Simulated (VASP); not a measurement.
Level of theory: LDA (Ceperley-Alder, Perdew-Zunger), VASP's LDA PAW potentials (set 64) (plane waves; VASP 6.6.1).

A VASP calculation is set up with these files.

File POSCAR:
```
Sc3TlB
21.03540
  0.2280525685   0.0000000000   0.0000000000
  0.0000000000   0.2280525685   0.0000000000
  0.0000000000   0.0000000000   1.0000000000
Sc Tl B
6 2 2
Cartesian
  0.0000000000   0.1140262843   0.3327720000
  0.1140262843   0.0000000000   0.3327720000
  0.1140262843   0.1140262843   0.4442610000
  0.0000000000   0.1140262843   0.5557440000
  0.1140262843   0.0000000000   0.5557440000
  0.1140262843   0.1140262843   0.6672280000
  0.0000000000   0.0000000000   0.4442610000
  0.0000000000   0.0000000000   0.6672280000
  0.1140262843   0.1140262843   0.3327720000
  0.1140262843   0.1140262843   0.5557440000
```

INCAR:
```
! general
SYSTEM   =  Sc3TlB
PREC     =  Accurate
ENCUT    =  400
LREAL    =  .FALSE.
LASPH    =  .TRUE.   ! aspherical one-centre terms

! electronic loop
EDIFF    =  1E-6   ! SCF stop (eV)
NELM     =  100   ! most electronic steps
ALGO     =  Normal
LMAXMIX  =  4   ! l cut-off of mixed one-centre charges

! smearing
ISMEAR   =  0   ! Gaussian
SIGMA    =  0.1

! ions
ISIF     =  2

! output
LWAVE    =  .FALSE.
LCHARG   =  .FALSE.
```

### KPOINTS
```
Automatic mesh
0
Gamma
  3 3 1
0 0 0
```

POTCAR, in this order: Sc_sv Tl_d B (LDA.64 set). Program: vasp_std.

Output of the run:

File OUTCAR:
```
 ion  position               nearest neighbor table
   1  0.000  0.500  0.333-   9 2.40   9 2.40   3 3.35   7 3.35   3 3.35   7 3.35   2 3.39   2 3.39
                             2 3.39   2 3.39
   2  0.500  0.000  0.333-   9 2.40   9 2.40   3 3.35   3 3.35   7 3.35   7 3.35   1 3.39   1 3.39
                             1 3.39   1 3.39
   3  0.500  0.500  0.444-  10 2.35   9 2.35   4 3.35   5 3.35   5 3.35   4 3.35   2 3.35   1 3.35
                             1 3.35   2 3.35   7 3.39   7 3.39   7 3.39   7 3.39
   4  0.000  0.500  0.556-  10 2.40  10 2.40   3 3.35   7 3.35   3 3.35   7 3.35   8 3.35   6 3.35
                             6 3.35   8 3.35   5 3.39   5 3.39   5 3.39   5 3.39
   5  0.500  0.000  0.556-  10 2.40  10 2.40   3 3.35   3 3.35   7 3.35   7 3.35   6 3.35   6 3.35
                             8 3.35   8 3.35   4 3.39   4 3.39   4 3.39   4 3.39
   6  0.500  0.500  0.667-  10 2.35   5 3.35   4 3.35   5 3.35   4 3.35   8 3.39   8 3.39   8 3.39
                             8 3.39
   7  0.000  0.000  0.444-   4 3.35   5 3.35   4 3.35   5 3.35   1 3.35   1 3.35   2 3.35   2 3.35
                             3 3.39   3 3.39   3 3.39   3 3.39
   8  0.000  0.000  0.667-   4 3.35   5 3.35   4 3.35   5 3.35   6 3.39   6 3.39   6 3.39   6 3.39
  LATTYP: Found a simple tetragonal cell.
 ALAT       =     4.7971770000
 C/A-ratio  =     4.3849539010
 Subroutine PRICEL returns:
 Original cell was already a primitive cell.
 Subroutine GETGRP returns: Found  8 space group operations
The static configuration has the point symmetry C_4v.
The dynamic configuration has the point symmetry C_4v.
 Subroutine INISYM returns: Found  8 space group operations
...
```

### OSZICAR
```
       N       E                     dE             d eps       ncg     rms          rms(c)
DAV:   1     0.175448135627E+04    0.17545E+04   -0.36868E+04   404   0.123E+03
DAV:   2     0.116772812085E+03   -0.16377E+04   -0.16221E+04   532   0.666E+02
DAV:   3    -0.696027540453E+02   -0.18638E+03   -0.18259E+03   576   0.325E+02
DAV:   4    -0.800862520878E+02   -0.10483E+02   -0.10236E+02   560   0.699E+01
DAV:   5    -0.805333219974E+02   -0.44707E+00   -0.44267E+00   568   0.151E+01    0.219E+01
DAV:   6    -0.613283671492E+02    0.19205E+02   -0.11930E+02   520   0.427E+01    0.620E+00
DAV:   7    -0.609298710884E+02    0.39850E+00   -0.92967E+00   576   0.177E+01    0.380E+00
DAV:   8    -0.608061596710E+02    0.12371E+00   -0.49889E+00   544   0.115E+01    0.325E+00
DAV:   9    -0.606259763619E+02    0.18018E+00   -0.30751E+00   560   0.797E+00    0.266E+00
DAV:  10    -0.604262036328E+02    0.19977E+00   -0.18380E+00   576   0.540E+00    0.966E-01
DAV:  11    -0.603901854415E+02    0.36018E-01   -0.20982E-01   552   0.234E+00    0.442E-01
DAV:  12    -0.603885093997E+02    0.16760E-02   -0.43355E-02   552   0.851E-01    0.215E-01
DAV:  13    -0.603880724061E+02    0.43699E-03   -0.67247E-03   568   0.393E-01    0.104E-01
DAV:  14    -0.603883672971E+02   -0.29489E-03   -0.13520E-03   536   0.190E-01    0.593E-02
DAV:  15    -0.603888225071E+02   -0.45521E-03   -0.71198E-04   464   0.102E-01    0.315E-02
DAV:  16    -0.603890514606E+02   -0.22895E-03   -0.26507E-04   496   0.460E-02    0.212E-02
DAV:  17    -0.603892703952E+02   -0.21893E-03   -0.15048E-04   488   0.501E-02    0.152E-02
DAV:  18    -0.603894606712E+02   -0.19028E-03   -0.62232E-05   416   0.240E-02    0.872E-03
DAV:  19    -0.603896811842E+02   -0.22051E-03   -0.39057E-05   376   0.179E-02    0.696E-03
DAV:  20    -0.603898586416E+02   -0.17746E-03   -0.14832E-05   352   0.142E-02    0.528E-03
DAV:  21    -0.603900835184E+02   -0.22488E-03   -0.25059E-05   312   0.145E-02    0.234E-03
DAV:  22    -0.603901199067E+02   -0.36388E-04   -0.53021E-06   344   0.845E-03    0.205E-03
DAV:  23    -0.603901401304E+02   -0.20224E-04   -0.16132E-06   288   0.608E-03    0.107E-03
DAV:  24    -0.603901452917E+02   -0.51613E-05   -0.38281E-07   272   0.417E-03    0.587E-04
DAV:  25    -0.603901482678E+02   -0.29761E-05   -0.29865E-07   288   0.263E-03    0.569E-04
DAV:  26    -0.603901499433E+02   -0.16755E-05   -0.23799E-07   272   0.319E-03    0.394E-04
DAV:  27    -0.603901501199E+02   -0.17656E-06   -0.93731E-08   248   0.175E-03
   1 F= -.60390150E+02 E0= -.60362320E+02  d E =-.556612E-01
```

File OUTCAR:
```
------------------------ aborting loop because EDIFF is reached ----------------------------------------
  FORCE on cell =-STRESS in cart. coord.  units (eV):
  Direction    XX          YY          ZZ          XY          YZ          ZX
  --------------------------------------------------------------------------------------
  Total      -13.4886268    -13.4886268    -11.3539751      0.0000000      0.0000000      0.0000000
  in kB      -44.6432766    -44.6432766    -37.5782249      0.0000000      0.0000000      0.0000000
  external PRESSURE =     -42.2882593 kB  Pullay stress =       0.0000000 kB
  volume of cell :      484.09
      direct lattice vectors                 reciprocal lattice vectors
     4.797177000  0.000000000  0.000000000     0.208455931  0.000000000  0.000000000
     0.000000000  4.797177000  0.000000000     0.000000000  0.208455931  0.000000000
     0.000000000  0.000000000 21.035400000     0.000000000  0.000000000  0.047538911
 POSITION                                       TOTAL-FORCE (eV/Angst)
 -----------------------------------------------------------------------------------
      0.00000      2.39859      6.99999         0.000000     -0.000000      0.798098
      2.39859      0.00000      6.99999         0.000000     -0.000000      0.798098
      2.39859      2.39859      9.34521         0.000000      0.000000     -0.453144
      0.00000      2.39859     11.69030         0.000000      0.000000      0.118497
      2.39859      0.00000     11.69030         0.000000     -0.000000      0.118497
      2.39859      2.39859     14.03541         0.000000     -0.000000     -1.143644
      0.00000      0.00000      9.34521        -0.000000     -0.000000     -0.233453
      0.00000      0.00000     14.03541         0.000000     -0.000000     -0.968350
      2.39859      2.39859      6.99999         0.000000     -0.000000      0.073166
      2.39859      2.39859     11.69030         0.000000     -0.000000      0.892236
 -----------------------------------------------------------------------------------
    total drift:                                0.000000     -0.000000      0.000258
  FREE ENERGIE OF THE ION-ELECTRON SYSTEM (eV)
  ---------------------------------------------------
  free  energy   TOTEN  =       -60.3901501199 eV

  energy  without entropy=      -60.3344889398  energy(sigma->0) =      -60.36231953
```
(Selected blocks of OUTCAR.)

At this cut-off the stress carries a Pulay error, which pulls relaxed volumes low. The cell holds a wide vacuum, so values per volume refer to the whole cell.

The cell is a sheet with vacuum, built from a database entry that may be metastable or hypothetical.
